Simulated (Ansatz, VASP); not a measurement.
# Cross-check of SrO between VASP and Ansatz

One calculation is typed for both programs; each brings its own data sets. How far apart do they land? The cell is taken from a series of runs on this material, whose earlier steps may have relaxed, scaled, displaced or heated it; both programs get it as it stands.

Program: Ansatz 0.2.0. Level of theory: plane waves, with VASP 6.6.1 beside it; zone-centre phonons at LDA. Results are calculated unless marked as measured.

## Step 1: The starting structure

It takes space group Fm-3m (No. 225, cubic). Conventional cell: a = 5.064 Å, b = 5.064 Å, c = 5.064 Å, α = 90.00°, β = 90.00°, γ = 90.00°. Nearest to Sr lie 6 O at 2.53 Å. Nearest to O lie 6 Sr at 2.53 Å. Farther neighbours and most contacts between anions are not listed.

## Step 2: VASP: zone-centre phonons, LDA, pair 1

Second derivatives magnify differences that forces hide, and they need a tight electronic threshold.

Lines of VASP's logs that name or quote its potential files are left out, and so is its time.

INCAR reads:

```
SYSTEM = SrO
PREC = Accurate
ENCUT = 600
EDIFF = 1E-08
NELM = 120
ISMEAR = 0
SIGMA = 0.01
LREAL = .FALSE.
ALGO = Normal
GGA = CA
NBANDS = 14
LORBIT = 11
LWAVE = .FALSE.
LCHARG = .FALSE.
ISIF = 2
IBRION = 8
LEPSILON = .TRUE.
LASPH = .TRUE.
GGA_COMPAT = .FALSE.
EFERMI = MIDGAP
KPAR = 2
```

POSCAR reads:

```
SrO
1.0
    0.0000000000      2.5321152066      2.5321152066
    2.5321152066      0.0000000000      2.5321152066
    2.5321152066      2.5321152066      0.0000000000
Sr O
1 1
Direct
    0.5000000000      0.5000000000      0.5000000000
    0.0000000000      0.0000000000      0.0000000000
```

KPOINTS reads:

```
Automatic mesh
0
Gamma
8 8 8
0 0 0
```

The projector-augmented-wave data sets are Sr_sv and O (LDA family, release 64).

Started as:

```console
mpirun -np 2 vasp_std
```

Numbers of over 12 decimals in the logs are rounded to 6 here.

The log of the run:

```text
[banner, memory and clock lines left out]
running    2 mpi-ranks, on    1 nodes
 distrk:  each k-point on    1 cores,    2 groups
 distr:  one band on    1 cores,    1 groups

 POSCAR found type information on POSCAR SrO
 POSCAR found :  2 types and       2 ions
 LDA part: xc-table for (Slater(with rela. corr.)+CA(PZ))
 , standard interpolation
 POSCAR, INCAR and KPOINTS ok, starting setup
 FFT: planning ... GRIDC
 FFT: planning ... GRID_SOFT
 FFT: planning ... GRID
 WAVECAR not read
 entering main loop
       N       E                     dE             d eps       ncg     rms          rms(c)
DAV:   1     0.661189339852E+02    0.66119E+02   -0.86302E+03   812   0.121E+03
DAV:   2    -0.117374953824E+02   -0.77856E+02   -0.70704E+02  1090   0.240E+02
DAV:   3    -0.154375195464E+02   -0.37000E+01   -0.36751E+01  1160   0.455E+01
DAV:   4    -0.155846814899E+02   -0.14716E+00   -0.14712E+00   980   0.604E+00
DAV:   5    -0.155855889307E+02   -0.90744E-03   -0.90743E-03  1054   0.513E-01    0.188E+01
DAV:   6    -0.136000590693E+02    0.19855E+01   -0.68278E+00   830   0.211E+01    0.226E+01
DAV:   7    -0.134370479589E+02    0.16301E+00   -0.37935E-01   962   0.550E+00    0.127E+01
DAV:   8    -0.133879373035E+02    0.49111E-01   -0.13611E-01  1022   0.352E+00    0.140E+00
DAV:   9    -0.133888182890E+02   -0.88099E-03   -0.57587E-03  1186   0.475E-01    0.290E-01
DAV:  10    -0.133887290130E+02    0.89276E-04   -0.30670E-04   908   0.194E-01    0.147E-01
DAV:  11    -0.133887487249E+02   -0.19712E-04   -0.49041E-05   926   0.643E-02    0.190E-02
DAV:  12    -0.133887501732E+02   -0.14483E-05   -0.35264E-06   918   0.151E-02    0.115E-02
DAV:  13    -0.133887498725E+02    0.30066E-06   -0.13247E-06   956   0.867E-03    0.195E-03
DAV:  14    -0.133887498886E+02   -0.16072E-07   -0.52302E-08   916   0.204E-03    0.959E-04
DAV:  15    -0.133887498882E+02    0.33265E-09   -0.10828E-09   492   0.340E-04
   1 F= -.13388750E+02 E0= -.13388750E+02  d E =0.000000E+00
 Linear response reoptimize wavefunctions to high precision
DAV:   1    -0.133887498880E+02    0.23647E-09   -0.57529E-10   652   0.237E-04
DAV:   2    -0.133887498880E+02    0.26830E-10   -0.12491E-10   454   0.835E-05
 Linear response G [H, r] |phi>, progress :
  Direction:   1
       N       E                     dE             d eps       ncg     rms
RMM:   1    -0.563973583406E+02   -0.56397E+02    0.48508E+02  1520   0.109E+02
RMM:   2    -0.587842166983E+02   -0.23869E+01   -0.92301E+00  1411   0.183E+01
RMM:   3    -0.593149906639E+02   -0.53077E+00   -0.26979E+00  1747   0.579E+00
RMM:   4    -0.593882882659E+02   -0.73298E-01   -0.47702E-01  1826   0.222E+00
RMM:   5    -0.594060408729E+02   -0.17753E-01   -0.10426E-01  1861   0.932E-01
RMM:   6    -0.594093425803E+02   -0.33017E-02   -0.32180E-02  1834   0.425E-01
RMM:   7    -0.594100203361E+02   -0.67776E-03   -0.75258E-03  1784   0.198E-01
RMM:   8    -0.594100883632E+02   -0.68027E-04    0.17254E-03  1820   0.967E-02
RMM:   9    -0.594101648048E+02   -0.76442E-04   -0.10438E-02  1793   0.483E-02
RMM:  10    -0.594101744640E+02   -0.96592E-05   -0.79774E-03  1738   0.255E-02
RMM:  11    -0.594101762742E+02   -0.18102E-05   -0.41064E-03  1734   0.138E-02
RMM:  12    -0.594101765147E+02   -0.24045E-06   -0.20260E-03  1613   0.740E-03
RMM:  13    -0.594101764711E+02    0.43543E-07   -0.17236E-03  1477   0.426E-03
RMM:  14    -0.594101766075E+02   -0.13636E-06   -0.14011E-03  1281   0.251E-03
[...]
RMM:  23    -0.594101770517E+02   -0.18258E-07   -0.22650E-05   593   0.753E-05
RMM:  24    -0.594101770654E+02   -0.13735E-07   -0.14706E-05   570   0.629E-05
RMM:  25    -0.594101770752E+02   -0.98236E-08   -0.92297E-06   528   0.547E-05
RMM:  26    -0.594101770824E+02   -0.71442E-08   -0.58316E-06   499   0.494E-05
RMM:  27    -0.594101770874E+02   -0.50211E-08   -0.43260E-06   484   0.463E-05
RMM:  28    -0.594101770910E+02   -0.36156E-08   -0.24696E-06   464   0.444E-05
RMM:  29    -0.594101770936E+02   -0.25586E-08   -0.18944E-06   436   0.432E-05
RMM:  30    -0.594101770918E+02    0.17738E-08   -0.14814E-06   409   0.425E-05
 Linear response G [H, r] |phi>, progress :
  Direction:   2
       N       E                     dE             d eps       ncg     rms
RMM:   1    -0.480572888597E+02   -0.48057E+02    0.55567E+02  1495   0.112E+02
[...]
RMM:   9    -0.254991032045E+00   -0.86730E-08   -0.10434E-06  1706   0.520E-04
RMM:  10    -0.254991033057E+00   -0.10124E-08   -0.11990E-07  1589   0.214E-04
RMM:  11    -0.254991033071E+00   -0.13729E-10   -0.11559E-07  1381   0.976E-05
RMM:  12    -0.254991032240E+00    0.83127E-09   -0.19987E-09  1032   0.531E-05
 change of polarisation eV/A/(eV/A) component  2 :     0.074     0.510    -0.030
 dielectric tensor                  component  2 :     0.411     3.842    -0.168
 Linear response to external field (no local field effect), progress :
  Direction:   3
       N       E                     dE             d eps       ncg     rms          rms(c)
RMM:   1    -0.211630596635E+00   -0.21163E+00   -0.57417E-01  1748   0.266E+00
RMM:   2    -0.225606625593E+00   -0.13976E-01   -0.35598E-02  1570   0.632E-01
RMM:   3    -0.227766568409E+00   -0.21599E-02   -0.49953E-03  1673   0.205E-01
RMM:   4    -0.228023167641E+00   -0.25660E-03   -0.48088E-04  1725   0.646E-02
[...]
N       E                     dE             d eps       ncg     rms          rms(c)
RMM:   1    -0.259089592509E+00   -0.25909E+00   -0.88119E-01  3624   0.278E+00
RMM:   2    -0.278046030001E+00   -0.18956E-01   -0.44389E-02  3236   0.697E-01    0.865E-01
RMM:   3    -0.267548288069E+00    0.10498E-01   -0.12314E-02  2831   0.777E-01    0.497E-01
RMM:   4    -0.273287188066E+00   -0.57389E-02   -0.82229E-03  2970   0.674E-01    0.190E-01
RMM:   5    -0.277169926298E+00   -0.38827E-02   -0.13518E-03  3375   0.208E-01    0.297E-02
RMM:   6    -0.277476320590E+00   -0.30639E-03   -0.24392E-04  3678   0.678E-02    0.222E-02
RMM:   7    -0.277812659015E+00   -0.33634E-03   -0.37924E-05  3588   0.248E-02    0.784E-03
RMM:   8    -0.277785152590E+00    0.27506E-04   -0.66394E-06  3697   0.102E-02    0.222E-03
RMM:   9    -0.277772194133E+00    0.12958E-04   -0.64156E-06  3797   0.416E-03    0.117E-03
RMM:  10    -0.277780025691E+00   -0.78316E-05   -0.70540E-07  3765   0.178E-03    0.318E-04
RMM:  11    -0.277781278780E+00   -0.12531E-05   -0.57152E-07  3722   0.720E-04    0.159E-04
RMM:  12    -0.277781259463E+00    0.19318E-07   -0.32010E-07  3356   0.307E-04    0.321E-05
RMM:  13    -0.277781110237E+00    0.14923E-06   -0.11090E-07  2760   0.136E-04    0.145E-05
RMM:  14    -0.277781084132E+00    0.26105E-07   -0.77131E-11  2142   0.701E-05    0.299E-06
 change of polarisation eV/A/(eV/A) component  2 :     0.039     0.521    -0.004
 dielectric tensor                  component  2 :     0.217     3.905    -0.020
 Linear response to external field, progress :
  Direction:   3
       N       E                     dE             d eps       ncg     rms          rms(c)
RMM:   1    -0.259156762391E+00   -0.25916E+00   -0.88186E-01  3611   0.278E+00
RMM:   2    -0.278040540196E+00   -0.18884E-01   -0.44281E-02  3232   0.696E-01    0.865E-01
RMM:   3    -0.267546732473E+00    0.10494E-01   -0.12320E-02  2826   0.777E-01    0.497E-01
RMM:   4    -0.273285587845E+00   -0.57389E-02   -0.82134E-03  2962   0.674E-01    0.190E-01
RMM:   5    -0.277170858149E+00   -0.38853E-02   -0.13537E-03  3366   0.208E-01    0.297E-02
RMM:   6    -0.277475831969E+00   -0.30497E-03   -0.24356E-04  3673   0.678E-02    0.222E-02
RMM:   7    -0.277812657268E+00   -0.33683E-03   -0.48121E-05  3579   0.248E-02    0.788E-03
RMM:   8    -0.277785371161E+00    0.27286E-04    0.23374E-06  3679   0.102E-02    0.220E-03
RMM:   9    -0.277772322177E+00    0.13049E-04   -0.88038E-07  3788   0.418E-03    0.118E-03
RMM:  10    -0.277780065191E+00   -0.77430E-05    0.51793E-07  3772   0.178E-03    0.307E-04
RMM:  11    -0.277781191877E+00   -0.11267E-05   -0.11970E-07  3687   0.728E-04    0.165E-04
RMM:  12    -0.277781241979E+00   -0.50102E-07    0.22678E-07  3354   0.312E-04    0.383E-05
RMM:  13    -0.277781124619E+00    0.11736E-06    0.88678E-09  2740   0.138E-04    0.139E-05
RMM:  14    -0.277781075506E+00    0.49113E-07    0.62598E-08  2100   0.698E-05    0.670E-06
 change of polarisation eV/A/(eV/A) component  3 :     0.004     0.028     0.521
 dielectric tensor                  component  3 :     0.021     0.159     3.905
 Linear response DOF=           2
 Linear response progress:
  Degree of freedom:   1/  2
       N       E                     dE             d eps       ncg     rms          rms(c)
RMM:   1    -0.267506030646E+00   -0.26751E+00    0.45126E-01  2631   0.399E+00
RMM:   2    -0.268309951613E+00   -0.80392E-03   -0.31934E-02  2859   0.927E-01    0.289E-01
RMM:   3    -0.268854665988E+00   -0.54471E-03   -0.26838E-03  3405   0.285E-01    0.211E-01
RMM:   4    -0.268713480674E+00    0.14119E-03   -0.41727E-04  3189   0.142E-01    0.551E-02
RMM:   5    -0.268960493467E+00   -0.24701E-03   -0.53850E-05  3494   0.394E-02    0.220E-02
RMM:   6    -0.269026572858E+00   -0.66079E-04   -0.72217E-06  3519   0.145E-02    0.488E-03
RMM:   7    -0.269024092214E+00    0.24806E-05   -0.95920E-07  3779   0.531E-03    0.993E-04
RMM:   8    -0.269015427647E+00    0.86646E-05   -0.25036E-06  3749   0.222E-03    0.482E-04
RMM:   9    -0.269014134243E+00    0.12934E-05   -0.53382E-06  3922   0.989E-04    0.338E-04
RMM:  10    -0.269014375156E+00   -0.24091E-06   -0.37322E-06  3853   0.441E-04    0.121E-04
RMM:  11    -0.269014251918E+00    0.12324E-06   -0.55228E-07  4033   0.219E-04    0.327E-05
RMM:  12    -0.269014105223E+00    0.14669E-06   -0.75503E-07  3955   0.111E-04    0.120E-05
RMM:  13    -0.269014113728E+00   -0.85048E-08   -0.27524E-07  3846   0.573E-05    0.101E-05
RMM:  14    -0.269014069181E+00    0.44547E-07   -0.17719E-07  3715   0.318E-05    0.220E-05
RMM:  15    -0.269014154672E+00   -0.85491E-07   -0.74579E-08  3414   0.222E-05    0.171E-05
RMM:  16    -0.269014179389E+00   -0.24717E-07   -0.56611E-08  3496   0.125E-05    0.119E-05
RMM:  17    -0.269014184913E+00   -0.55242E-08   -0.20242E-08  2544   0.766E-06    0.111E-05
 first order change of Fermi-energy  -0.46112E-03
 force on displaced ion       1 direction 1 :  -2.499   0.000   0.000
 Born effective charge ion    1 direction 1 :   2.481   0.000   0.000
 Linear response progress:
  Degree of freedom:   2/  2
       N       E                     dE             d eps       ncg     rms          rms(c)
RMM:   1    -0.365316300931E+00   -0.36532E+00    0.20578E-01  3205   0.353E+00
RMM:   2    -0.356273036825E+00    0.90433E-02   -0.66795E-03  2691   0.513E-01    0.306E-01
RMM:   3    -0.357444772713E+00   -0.11717E-02   -0.13325E-03  2798   0.160E-01    0.183E-01
RMM:   4    -0.359203391535E+00   -0.17586E-02   -0.66134E-04  2683   0.136E-01    0.214E-02
RMM:   5    -0.359101833826E+00    0.10156E-03   -0.11216E-04  3170   0.368E-02    0.114E-02
RMM:   6    -0.359114862462E+00   -0.13029E-04   -0.13679E-05  3447   0.117E-02    0.655E-03
RMM:   7    -0.359107974770E+00    0.68877E-05   -0.14247E-06  3388   0.482E-03    0.737E-04
RMM:   8    -0.359111395281E+00   -0.34205E-05    0.93876E-07  3609   0.156E-03    0.418E-04
RMM:   9    -0.359111426798E+00   -0.31517E-07   -0.13368E-07  3728   0.612E-04    0.187E-04
RMM:  10    -0.359111419650E+00    0.71477E-08    0.69705E-07  3785   0.233E-04    0.796E-05
RMM:  11    -0.359111490854E+00   -0.71203E-07   -0.12318E-08  3755   0.993E-05    0.170E-05
RMM:  12    -0.359111481644E+00    0.92101E-08    0.18114E-08  3775   0.407E-05    0.670E-06
 first order change of Fermi-energy  -0.14076E-03
 force on displaced ion       2 direction 1 :  -2.494   0.000   0.000
 Born effective charge ion    2 direction 1 :  -2.482   0.000   0.000
 Born effective charges drift removed
 Linear response finished
```

Parts of OUTCAR (step 2):

```text
ion  position               nearest neighbor table
   1  0.500  0.500  0.500-   2 2.53   2 2.53   2 2.53   2 2.53   2 2.53   2 2.53
   2  0.000  0.000  0.000-   1 2.53   1 2.53   1 2.53   1 2.53   1 2.53   1 2.53

  LATTYP: Found a face centered cubic cell.
 ALAT       =     5.0642304132

 Subroutine GETGRP returns: Found 48 space group operations
 (whereof 48 operations were pure point group operations)

The static configuration has the point symmetry O_h .

 Found     29 irreducible k-points:

   k-points           NKPTS =     29   k-points in BZ     NKDIM =     29   number of bands    NBANDS=     14

   dimension x,y,z NGX =    30 NGY =   30 NGZ =   30
   dimension x,y,z NGXF=    60 NGYF=   60 NGZF=   60

   ENCUT  =  600.0 eV  44.10 Ry    6.64 a.u.   7.15  7.15  7.15*2*pi/ulx,y,z

   NELECT =      16.0000    total number of electrons

 k-points in reciprocal lattice and weights: Automatic mesh
   0.00000000  0.00000000  0.00000000       0.002
   0.12500000  0.00000000  0.00000000       0.016
   0.25000000  0.00000000  0.00000000       0.016
   0.37500000  0.00000000  0.00000000       0.016
   0.50000000  0.00000000  0.00000000       0.008
   0.12500000  0.12500000  0.00000000       0.012
   0.25000000  0.12500000  0.00000000       0.047
   0.37500000  0.12500000  0.00000000       0.047
   0.50000000  0.12500000  0.00000000       0.047
[...]
-0.37500000  0.50000000  0.12500000       0.023
  -0.25000000  0.50000000  0.25000000       0.012

 average (electrostatic) potential at core
       1 -35.8925       2 -71.6912

  Total        0.1493911      0.1493911      0.1493911      0.0000000      0.0000000     -0.0000000
  in kB        7.3714843      7.3714843      7.3714843      0.0000000      0.0000000     -0.0000000
  external PRESSURE =       7.3714843 kB  Pullay stress =       0.0000000 kB

  energy-cutoff  :      600.00
  volume of cell :       32.47
      direct lattice vectors                 reciprocal lattice vectors
     0.000000000  2.532115207  2.532115207    -0.197463369  0.197463369  0.197463369
     2.532115207  0.000000000  2.532115207     0.197463369 -0.197463369  0.197463369
     2.532115207  2.532115207  0.000000000     0.197463369  0.197463369 -0.197463369

 POSITION                                       TOTAL-FORCE (eV/Angst)
 -----------------------------------------------------------------------------------
      2.53212      2.53212      2.53212        -0.000000      0.000000      0.000000
      0.00000      0.00000      0.00000         0.000000     -0.000000     -0.000000
 -----------------------------------------------------------------------------------
    total drift:                               -0.000000      0.000000      0.000000

 MACROSCOPIC STATIC DIELECTRIC TENSOR (including local field effects in DFT)
 ------------------------------------------------------
           3.904684     0.000000    -0.000000
           0.000000     3.904684     0.000000
          -0.000000     0.000000     3.904684
 ------------------------------------------------------

 PIEZOELECTRIC TENSOR (including local field effects)  for field in x, y, z        (C/m^2)
          XX          YY          ZZ          XY          YZ          ZX
  --------------------------------------------------------------------------------
  x     0.00000     0.00000     0.00000     0.00000     0.00000     0.00000
  y     0.00000     0.00000     0.00000     0.00000     0.00000     0.00000
  z     0.00000     0.00000     0.00000     0.00000     0.00000     0.00000

 BORN EFFECTIVE CHARGES (including local field effects) (in |e|, cummulative output)
 ---------------------------------------------------------------------------------
 ion    1
    1     2.48146    -0.00000     0.00000
    2     0.00000     2.48146     0.00000
    3     0.00000     0.00000     2.48146
 ion    2
    1    -2.48146     0.00000     0.00000
    2    -0.00000    -2.48146     0.00000
    3     0.00000     0.00000    -2.48146

 Eigenvectors and eigenvalues of the dynamical matrix
 ----------------------------------------------------

   1 f  =    6.713131 THz    42.179846 2PiTHz  223.925947 cm-1    27.763267 meV
             X         Y         Z           dx          dy          dz
      2.532115  2.532115  2.532115     0.000000    0.000000   -0.393257
      0.000000  0.000000  0.000000     0.000000   -0.000000    0.919428

   2 f  =    6.713131 THz    42.179846 2PiTHz  223.925947 cm-1    27.763267 meV
             X         Y         Z           dx          dy          dz
      2.532115  2.532115  2.532115     0.393257    0.000000    0.000000
      0.000000  0.000000  0.000000    -0.919428    0.000000   -0.000000

   3 f  =    6.713131 THz    42.179846 2PiTHz  223.925947 cm-1    27.763267 meV
             X         Y         Z           dx          dy          dz
      2.532115  2.532115  2.532115     0.000000   -0.393257    0.000000
      0.000000  0.000000  0.000000     0.000000    0.919428    0.000000

   4 f/i=    0.002238 THz     0.014062 2PiTHz    0.074652 cm-1     0.009256 meV
             X         Y         Z           dx          dy          dz
      2.532115  2.532115  2.532115     0.015260   -0.159936   -0.905283
      0.000000  0.000000  0.000000     0.006527   -0.068408   -0.387207

   5 f/i=    0.002238 THz     0.014062 2PiTHz    0.074652 cm-1     0.009256 meV
             X         Y         Z           dx          dy          dz
      2.532115  2.532115  2.532115     0.345670   -0.837965    0.153869
      0.000000  0.000000  0.000000     0.147850   -0.358414    0.065813

   6 f/i=    0.002238 THz     0.014062 2PiTHz    0.074652 cm-1     0.009256 meV
             X         Y         Z           dx          dy          dz
      2.532115  2.532115  2.532115     0.851838    0.342905   -0.046222
      0.000000  0.000000  0.000000     0.364348    0.146667   -0.019770

 MACROSCOPIC STATIC DIELECTRIC TENSOR IONIC CONTRIBUTION
 ------------------------------------------------------
          13.746568     0.000000     0.000000
           0.000000    13.746568    -0.000000
           0.000000    -0.000000    13.746568
 ------------------------------------------------------

 ELASTIC MODULI CONTR FROM IONIC RELAXATION (kBar)
 Direction    XX          YY          ZZ          XY          YZ          ZX
 --------------------------------------------------------------------------------
 XX           0.0000      0.0000      0.0000      0.0000      0.0000      0.0000
 YY           0.0000      0.0000      0.0000      0.0000      0.0000      0.0000
 ZZ           0.0000      0.0000      0.0000      0.0000      0.0000      0.0000
 XY           0.0000      0.0000      0.0000      0.0000      0.0000      0.0000
 YZ           0.0000      0.0000      0.0000      0.0000      0.0000      0.0000
 ZX           0.0000      0.0000      0.0000      0.0000      0.0000      0.0000
 --------------------------------------------------------------------------------

 PIEZOELECTRIC TENSOR IONIC CONTR  for field in x, y, z        (C/m^2)
          XX          YY          ZZ          XY          YZ          ZX
  --------------------------------------------------------------------------------
  x     0.00000     0.00000     0.00000     0.00000     0.00000     0.00000
  y     0.00000     0.00000     0.00000     0.00000     0.00000     0.00000
  z     0.00000     0.00000     0.00000     0.00000     0.00000     0.00000
```

(Continued in part 2 of 2.)

[Lines on the potential files, build, host, timing and source positions are cut from VASP's logs without a mark.]

[Logs are printed without paths, hosts, clocks, repeated set-up lines and the standing remarks that a program may print on its own settings, such as how far it seeks lower states.]

[Hosts, paths, dates, database ids (printed as entryN), source tags and the programs' standing remarks are cut or masked in the printed files.]
